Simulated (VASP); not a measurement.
Computed with revTPSS meta-GGA, VASP's PBE PAW potentials (set 64) (plane waves; VASP).

A VASP calculation is set up with these files.

### KPOINTS
```
Automatic mesh
0
Gamma
7 7 7
0 0 0
```

### INCAR
```
SYSTEM = InP
PREC = Accurate
ENCUT = 520
EDIFF = 1E-6
NELM = 100
ALGO = Normal
LREAL = .FALSE.
LASPH = .TRUE.
ISMEAR = 0
SIGMA = 0.05
METAGGA = RTPSS
LMIXTAU = .TRUE.
LMAXMIX = 4
LWAVE = .FALSE.
LCHARG = .FALSE.
IBRION = 2
ISIF = 3
NSW = 60
EDIFFG = -0.01
```

File POSCAR:
```
InP
1
    0.0000000000     2.9350000000     2.9350000000
    2.9350000000     0.0000000000     2.9350000000
    2.9350000000     2.9350000000     0.0000000000
In P
1 1
Direct
  0.0000000000   0.0000000000   0.0000000000
  0.2500000000   0.2500000000   0.2500000000
```

POTCAR, in this order: In_d P (PBE.64 set). Program: vasp_std.

Output

### OSZICAR
```
       N       E                     dE             d eps       ncg     rms          rms(c)
DAV:   1     0.124348623861E+03    0.12435E+03   -0.86368E+03   520   0.158E+03
DAV:   2     0.906895643243E+01   -0.11528E+03   -0.11074E+03   530   0.323E+02
DAV:   3     0.137806453619E+01   -0.76909E+01   -0.76387E+01   660   0.940E+01
DAV:   4     0.118634920566E+01   -0.19172E+00   -0.19153E+00   608   0.157E+01
DAV:   5     0.117852253516E+01   -0.78267E-02   -0.78260E-02   733   0.294E+00    0.860E+00
DAV:   6     0.787737529966E+01    0.66989E+01   -0.11588E+01   600   0.698E+01    0.335E+00
DAV:   7     0.768771365285E+01   -0.18966E+00   -0.46508E-01   780   0.992E+00    0.225E+00
DAV:   8     0.820233299500E+01    0.51462E+00   -0.61984E-01   525   0.118E+01    0.157E+00
DAV:   9     0.787222406202E+01   -0.33011E+00   -0.44432E-01   520   0.860E+00    0.707E-01
DAV:  10     0.776489288092E+01   -0.10733E+00   -0.11543E-01   520   0.433E+00    0.601E-01
DAV:  11     0.773766048624E+01   -0.27232E-01   -0.23085E-02   540   0.227E+00    0.154E-01
DAV:  12     0.773527007025E+01   -0.23904E-02   -0.99009E-03   570   0.116E+00    0.119E-01
DAV:  13     0.773434230704E+01   -0.92776E-03   -0.50820E-04   590   0.203E-01    0.628E-02
DAV:  14     0.773398326942E+01   -0.35904E-03   -0.19382E-04   560   0.195E-01    0.397E-02
DAV:  15     0.773370994454E+01   -0.27332E-03   -0.14060E-04   578   0.141E-01    0.207E-02
DAV:  16     0.773370781157E+01   -0.21330E-05   -0.15591E-05   620   0.591E-02    0.301E-02
DAV:  17     0.773370638784E+01   -0.14237E-05   -0.17396E-06   435   0.244E-02    0.249E-02
DAV:  18     0.773370731122E+01    0.92338E-06   -0.15688E-06   410   0.121E-02
   1 F= 0.77337073E+01 E0= 0.77337073E+01  d E =0.773371E+01
       N       E                     dE             d eps       ncg     rms          rms(c)
DAV:   1     0.756005211665E+01   -0.17365E+00   -0.51357E+00   650   0.528E+01    0.271E+00
DAV:   2     0.770512160008E+01    0.14507E+00   -0.31112E-01   675   0.142E+01    0.107E+00
DAV:   3     0.773138952830E+01    0.26268E-01   -0.93325E-02   625   0.714E+00    0.250E-01
DAV:   4     0.773192794350E+01    0.53842E-03   -0.16068E-02   520   0.115E+00    0.153E-01
DAV:   5     0.772922692326E+01   -0.27010E-02   -0.22134E-03   520   0.604E-01    0.132E-01
DAV:   6     0.773020297644E+01    0.97605E-03   -0.94811E-04   581   0.462E-01    0.538E-02
DAV:   7     0.772937762353E+01   -0.82535E-03   -0.63857E-04   520   0.391E-01    0.218E-02
DAV:   8     0.772935753437E+01   -0.20089E-04   -0.34716E-05   570   0.896E-02    0.161E-02
DAV:   9     0.772936447177E+01    0.69374E-05   -0.38606E-05   520   0.755E-02    0.658E-03
DAV:  10     0.772933603659E+01   -0.28435E-04   -0.14805E-05   520   0.513E-02    0.328E-03
DAV:  11     0.772933555714E+01   -0.47945E-06   -0.27889E-06   530   0.246E-02
   2 F= 0.77293356E+01 E0= 0.77293356E+01  d E =-.437175E-02
       N       E                     dE             d eps       ncg     rms          rms(c)
DAV:   1     0.770669200063E+01   -0.22644E-01   -0.59931E-01   650   0.170E+01    0.990E-01
DAV:   2     0.772510187242E+01    0.18410E-01   -0.41178E-02   680   0.552E+00    0.364E-01
DAV:   3     0.772801679992E+01    0.29149E-02   -0.10025E-02   620   0.239E+00    0.106E-01
DAV:   4     0.772807559453E+01    0.58795E-04   -0.18765E-03   520   0.397E-01    0.650E-02
DAV:   5     0.772771428012E+01   -0.36131E-03   -0.34149E-04   520   0.243E-01    0.521E-02
DAV:   6     0.772779586459E+01    0.81584E-04   -0.16913E-04   555   0.199E-01    0.164E-02
DAV:   7     0.772767112448E+01   -0.12474E-03   -0.85109E-05   520   0.143E-01    0.787E-03
DAV:   8     0.772766784347E+01   -0.32810E-05   -0.24932E-06   622   0.227E-02    0.579E-03
DAV:   9     0.772767394141E+01    0.60979E-05   -0.39727E-06   525   0.233E-02    0.267E-03
DAV:  10     0.772766976767E+01   -0.41737E-05   -0.13918E-06   440   0.162E-02    0.114E-03
DAV:  11     0.772767078840E+01    0.10207E-05   -0.32714E-07   265   0.878E-03    0.902E-04
DAV:  12     0.772766970682E+01   -0.10816E-05   -0.33037E-07   265   0.787E-03    0.171E-04
DAV:  13     0.772766971426E+01    0.74406E-08   -0.18190E-08   260   0.244E-03
   3 F= 0.77276697E+01 E0= 0.77276697E+01  d E =-.603760E-02
```

File OUTCAR:
```
------------------------ aborting loop because EDIFF is reached ----------------------------------------
  FORCE on cell =-STRESS in cart. coord.  units (eV):
  Direction    XX          YY          ZZ          XY          YZ          ZX
  --------------------------------------------------------------------------------------
  Total       -0.0007749     -0.0007749     -0.0007749      0.0000000      0.0000000      0.0000000
  in kB       -0.0239725     -0.0239725     -0.0239725      0.0000000      0.0000000      0.0000000
  external PRESSURE =      -0.0239725 kB  Pullay stress =       0.0000000 kB
  volume of cell :       51.79
      direct lattice vectors                 reciprocal lattice vectors
     0.000000000  2.958480291  2.958480291    -0.169005689  0.169005689  0.169005689
     2.958480291 -0.000000000  2.958480291     0.169005689 -0.169005689  0.169005689
     2.958480291  2.958480291  0.000000000     0.169005689  0.169005689 -0.169005689
  FREE ENERGIE OF THE ION-ELECTRON SYSTEM (eV)
  ---------------------------------------------------
  free  energy   TOTEN  =         7.7276697143 eV

  energy  without entropy=        7.7276697143  energy(sigma->0) =        7.72766971

 reached required accuracy - stopping structural energy minimisation
```
(Selected blocks of OUTCAR.)

CONTCAR:
```
InP
   1.00000000000000
     0.0000000000000000    2.9584802914800146    2.9584802914800146
     2.9584802914800146   -0.0000000000000000    2.9584802914800146
     2.9584802914800146    2.9584802914800146    0.0000000000000000
  In              P
     1     1
Direct
     0.0000000000000000    0.0000000000000000    0.0000000000000000
     0.2500000000000000    0.2500000000000000    0.2500000000000000
```

Energy and stress use the plane-wave basis of the starting cell.

The compound is InP in the zinc blende structure. This run relaxes it. Symmetry was kept, so distortions that lower it aren't found.
